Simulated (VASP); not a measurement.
OSZICAR of a VASP run on SnSe₂ (1T layered):

**OSZICAR**
```
...
DAV:   2    -0.118291737436E+02    0.33515E+00   -0.14862E+00  1176   0.165E+01    0.176E+00
DAV:   3    -0.117240676057E+02    0.10511E+00   -0.30259E-01  1234   0.858E+00    0.490E-01
DAV:   4    -0.117218198233E+02    0.22478E-02   -0.21466E-02  1182   0.127E+00    0.325E-01
DAV:   5    -0.117212524534E+02    0.56737E-03   -0.82206E-04  1257   0.232E-01    0.157E-01
DAV:   6    -0.117211270225E+02    0.12543E-03   -0.32314E-04  1353   0.175E-01    0.254E-02
DAV:   7    -0.117211292970E+02   -0.22745E-05   -0.20371E-05  1400   0.446E-02    0.662E-03
DAV:   8    -0.117211285404E+02    0.75667E-06   -0.13157E-06   807   0.106E-02
   5 F= -.93075823E+01 E0= -.93075823E+01  d E =-.122043E+00
       N       E                     dE             d eps       ncg     rms          rms(c)
DAV:   1    -0.117657960677E+02   -0.44667E-01   -0.64817E+00  1081   0.276E+01    0.177E+00
DAV:   2    -0.116949072999E+02    0.70889E-01   -0.29806E-01  1166   0.749E+00    0.837E-01
DAV:   3    -0.116714827786E+02    0.23425E-01   -0.65084E-02  1213   0.401E+00    0.198E-01
DAV:   4    -0.116710159941E+02    0.46678E-03   -0.42773E-03  1227   0.577E-01    0.125E-01
DAV:   5    -0.116708624051E+02    0.15359E-03   -0.19010E-04  1201   0.118E-01    0.517E-02
DAV:   6    -0.116708465337E+02    0.15871E-04   -0.62974E-05  1359   0.797E-02    0.119E-02
DAV:   7    -0.116708457850E+02    0.74871E-06   -0.45247E-06  1162   0.219E-02
   6 F= -.93159517E+01 E0= -.93159517E+01  d E =-.130412E+00
       N       E                     dE             d eps       ncg     rms          rms(c)
DAV:   1    -0.117168362879E+02   -0.45990E-01   -0.25890E+00   966   0.131E+01    0.109E+00
DAV:   2    -0.116935506799E+02    0.23286E-01   -0.15246E-01  1049   0.385E+00    0.607E-01
DAV:   3    -0.116831840355E+02    0.10367E-01   -0.20734E-02  1188   0.180E+00    0.248E-01
DAV:   4    -0.116820842566E+02    0.10998E-02   -0.31347E-03  1313   0.702E-01    0.820E-02
DAV:   5    -0.116820520768E+02    0.32180E-04   -0.36133E-04  1328   0.180E-01    0.419E-02
DAV:   6    -0.116820517507E+02    0.32607E-06   -0.55860E-05  1119   0.621E-02    0.779E-03
DAV:   7    -0.116820529404E+02   -0.11897E-05   -0.56351E-06  1124   0.201E-02    0.349E-03
DAV:   8    -0.116820531281E+02   -0.18762E-06   -0.65487E-07   577   0.114E-02
   7 F= -.93467934E+01 E0= -.93467934E+01  d E =-.308417E-01
       N       E                     dE             d eps       ncg     rms          rms(c)
DAV:   1    -0.120134214065E+02   -0.33137E+00   -0.23792E+01   967   0.387E+01    0.346E+00
DAV:   2    -0.117932902462E+02    0.22013E+00   -0.14210E+00  1068   0.115E+01    0.188E+00
DAV:   3    -0.116986830038E+02    0.94607E-01   -0.19934E-01  1188   0.507E+00    0.758E-01
DAV:   4    -0.116889477544E+02    0.97352E-02   -0.28556E-02  1281   0.157E+00    0.298E-01
DAV:   5    -0.116884774532E+02    0.47030E-03   -0.21353E-03  1317   0.509E-01    0.169E-01
DAV:   6    -0.116883918575E+02    0.85596E-04   -0.48453E-04  1336   0.228E-01    0.322E-02
DAV:   7    -0.116883998620E+02   -0.80045E-05   -0.55306E-05  1088   0.622E-02    0.106E-02
DAV:   8    -0.116884005267E+02   -0.66472E-06   -0.53076E-06  1091   0.233E-02
   8 F= -.94145869E+01 E0= -.94145869E+01  d E =-.986352E-01
       N       E                     dE             d eps       ncg     rms          rms(c)
DAV:   1    -0.129090091455E+02   -0.12206E+01   -0.99340E+01   961   0.779E+01    0.821E+00
DAV:   2    -0.119985222523E+02    0.91049E+00   -0.62496E+00  1109   0.240E+01    0.406E+00
DAV:   3    -0.115982625189E+02    0.40026E+00   -0.82657E-01  1211   0.104E+01    0.172E+00
DAV:   4    -0.115532462176E+02    0.45016E-01   -0.13505E-01  1290   0.282E+00    0.761E-01
DAV:   5    -0.115506690321E+02    0.25772E-02   -0.66379E-03  1281   0.792E-01    0.419E-01
DAV:   6    -0.115500494132E+02    0.61962E-03   -0.19212E-03  1404   0.556E-01    0.945E-02
DAV:   7    -0.115500780568E+02   -0.28644E-04   -0.21833E-04  1135   0.134E-01    0.278E-02
DAV:   8    -0.115500776347E+02    0.42203E-06   -0.20823E-05  1163   0.452E-02    0.129E-02
DAV:   9    -0.115500784063E+02   -0.77157E-06   -0.29606E-06  1015   0.139E-02
   9 F= -.94108150E+01 E0= -.94107863E+01  d E =-.948633E-01
       N       E                     dE             d eps       ncg     rms          rms(c)
DAV:   1    -0.118823888028E+02   -0.33231E+00   -0.19026E+01   977   0.416E+01    0.323E+00
DAV:   2    -0.117281360052E+02    0.15425E+00   -0.11247E+00  1151   0.111E+01    0.183E+00
DAV:   3    -0.116446258739E+02    0.83510E-01   -0.13155E-01  1175   0.467E+00    0.705E-01
DAV:   4    -0.116349126095E+02    0.97133E-02   -0.20924E-02  1423   0.146E+00    0.181E-01
DAV:   5    -0.116345383270E+02    0.37428E-03   -0.18042E-03  1349   0.442E-01    0.695E-02
DAV:   6    -0.116345141140E+02    0.24213E-04   -0.25891E-04  1178   0.171E-01    0.196E-02
DAV:   7    -0.116345199093E+02   -0.57954E-05   -0.15902E-05  1195   0.365E-02    0.770E-03
DAV:   8    -0.116345214854E+02   -0.15761E-05   -0.18142E-06   826   0.134E-02    0.172E-03
DAV:   9    -0.116345216405E+02   -0.15516E-06   -0.27879E-07   544   0.717E-03
  10 F= -.94362047E+01 E0= -.94362044E+01  d E =-.120253E+00
       N       E                     dE             d eps       ncg     rms          rms(c)
DAV:   1    -0.117292414529E+02   -0.94720E-01   -0.49220E+00   978   0.201E+01    0.158E+00
DAV:   2    -0.116880427942E+02    0.41199E-01   -0.28730E-01  1154   0.560E+00    0.903E-01
DAV:   3    -0.116670518534E+02    0.20991E-01   -0.35493E-02  1157   0.245E+00    0.347E-01
DAV:   4    -0.116647619764E+02    0.22899E-02   -0.53990E-03  1429   0.828E-01    0.955E-02
DAV:   5    -0.116646681742E+02    0.93802E-04   -0.50934E-04  1429   0.221E-01    0.387E-02
DAV:   6    -0.116646605586E+02    0.76156E-05   -0.68660E-05  1117   0.788E-02    0.917E-03
DAV:   7    -0.116646619360E+02   -0.13775E-05   -0.51659E-06  1105   0.197E-02    0.434E-03
DAV:   8    -0.116646624414E+02   -0.50539E-06   -0.45019E-07   528   0.810E-03
  11 F= -.94370395E+01 E0= -.94370395E+01  d E =-.121088E+00
       N       E                     dE             d eps       ncg     rms          rms(c)
DAV:   1    -0.116657182907E+02   -0.10564E-02   -0.96328E-01   971   0.849E+00    0.698E-01
DAV:   2    -0.116572762766E+02    0.84420E-02   -0.55598E-02  1150   0.247E+00    0.393E-01
DAV:   3    -0.116531659238E+02    0.41104E-02   -0.77281E-03  1220   0.125E+00    0.144E-01
DAV:   4    -0.116528199816E+02    0.34594E-03   -0.11347E-03  1380   0.410E-01    0.483E-02
DAV:   5    -0.116528071593E+02    0.12822E-04   -0.11998E-04  1372   0.101E-01    0.229E-02
DAV:   6    -0.116528058648E+02    0.12946E-05   -0.18524E-05  1117   0.416E-02    0.397E-03
DAV:   7    -0.116528061025E+02   -0.23771E-06   -0.17030E-06   806   0.110E-02
  12 F= -.94381170E+01 E0= -.94381170E+01  d E =-.122165E+00
       N       E                     dE             d eps       ncg     rms          rms(c)
DAV:   1    -0.117540792436E+02   -0.10127E+00   -0.14664E+00  1206   0.189E+01    0.128E+00
DAV:   2    -0.117122754883E+02    0.41804E-01   -0.78622E-02  1238   0.472E+00    0.608E-01
DAV:   3    -0.116999696811E+02    0.12306E-01   -0.40331E-02  1225   0.310E+00    0.125E-01
DAV:   4    -0.116998136351E+02    0.15605E-03   -0.18723E-03  1038   0.476E-01    0.696E-02
DAV:   5    -0.116996751587E+02    0.13848E-03   -0.14548E-04  1481   0.129E-01    0.239E-02
DAV:   6    -0.116996630302E+02    0.12129E-04   -0.15769E-05  1067   0.462E-02    0.758E-03
DAV:   7    -0.116996623788E+02    0.65145E-06   -0.86414E-07   644   0.990E-03
  13 F= -.94448033E+01 E0= -.94448033E+01  d E =-.668632E-02
       N       E                     dE             d eps       ncg     rms          rms(c)
DAV:   1    -0.117078535470E+02   -0.81905E-02   -0.38614E-02  1206   0.300E+00    0.210E-01
DAV:   2    -0.117067382736E+02    0.11153E-02   -0.21138E-03  1241   0.776E-01    0.990E-02
DAV:   3    -0.117064119385E+02    0.32634E-03   -0.10586E-03  1225   0.503E-01    0.207E-02
DAV:   4    -0.117064056431E+02    0.62954E-05   -0.48566E-05  1033   0.757E-02    0.117E-02
DAV:   5    -0.117064001151E+02    0.55280E-05   -0.38770E-06  1226   0.211E-02    0.388E-03
DAV:   6    -0.117063992886E+02    0.82656E-06   -0.40042E-07   499   0.756E-03
  14 F= -.94449317E+01 E0= -.94449317E+01  d E =-.681464E-02
       N       E                     dE             d eps       ncg     rms          rms(c)
DAV:   1    -0.117099545426E+02   -0.35544E-02   -0.17459E-01  1056   0.319E+00    0.312E-01
DAV:   2    -0.117081036842E+02    0.18509E-02   -0.10826E-02  1292   0.110E+00    0.186E-01
DAV:   3    -0.117073192404E+02    0.78444E-03   -0.11218E-03  1254   0.463E-01    0.670E-02
DAV:   4    -0.117072357115E+02    0.83529E-04   -0.22470E-04  1475   0.207E-01    0.177E-02
DAV:   5    -0.117072392016E+02   -0.34901E-05   -0.33866E-05  1164   0.484E-02    0.634E-03
DAV:   6    -0.117072395987E+02   -0.39712E-06   -0.96279E-07   647   0.949E-03
  15 F= -.94474100E+01 E0= -.94474100E+01  d E =-.247830E-02
       N       E                     dE             d eps       ncg     rms          rms(c)
DAV:   1    -0.117071262257E+02    0.11298E-03   -0.16607E-02  1055   0.986E-01    0.962E-02
DAV:   2    -0.117069461545E+02    0.18007E-03   -0.10443E-03  1326   0.385E-01    0.575E-02
DAV:   3    -0.117068727033E+02    0.73451E-04   -0.11100E-04  1302   0.152E-01    0.206E-02
DAV:   4    -0.117068657695E+02    0.69338E-05   -0.21785E-05  1445   0.617E-02    0.563E-03
DAV:   5    -0.117068662672E+02   -0.49768E-06   -0.36068E-06   810   0.157E-02
  16 F= -.94475532E+01 E0= -.94475532E+01  d E =-.262155E-02
```

Task: Which electronic solver shows in the log?

Result: It is blocked Davidson (ALGO = Normal, or the opening steps of other solvers). The INCAR had ALGO = Normal.

Task: Can the final energy be trusted as converged?

Result: The run converged. It stopped with EDIFF = 1E-6, NELM = 100, NSW = 40 and EDIFFG = -0.02 after 16 ionic steps (PBE GGA, plane waves, VASP's PBE PAW potentials (set 64)). Energy and stress use the plane-wave basis of the starting cell. Without a dispersion term in the relaxation, distances and binding between the weakly bound layers, chains or molecules are unreliable, and so is what depends on them.

The compound is SnSe2 in the 1T layered structure. This run relaxes it under an external pressure of 5 GPa. Symmetry was kept, so distortions that lower it aren't found.
